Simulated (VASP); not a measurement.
Consider the following.

```
AlN
1.0
    1.56409    -2.70909     0.00000
    1.56409     2.70909     0.00000
    0.00000     0.00000     5.01257
Al N
2 2
Direct
  0.66667   0.33333   0.50000
  0.33333   0.66667   0.00000
  0.66667   0.33333   0.88200
  0.33333   0.66667   0.38200
```

Level of theory: HSE06 screened hybrid (exact exchange on a k-mesh reduced by 3x3x2), VASP's PBE PAW potentials (set 64) (plane waves; VASP 6.6.1). Numerical set-up: PREC = Normal, EDIFF = 1E-5, 400 eV cut-off, 12×12×8 Γ-centred mesh, Gaussian smearing of 0.050 eV, potentials Al N.

Exact exchange is summed on a reduced mesh (NKRED).

Question: Estimate the energy per atom (σ→0), band gap (on the k-mesh) with the smallest direct gap where there is one.

Answer: 
| Item | Result |
|---|---|
| band gap (on the k-mesh) | 5.41 eV |
| smallest direct gap (on the k-mesh) | 5.41 eV |
| energy per atom (σ→0) | -8.734 eV/atom |

Only differences to runs with the same potentials and settings are physical.

The compound is AlN in the wurtzite structure. It was relaxed first. The cell's shape comes from a PBE relaxation.
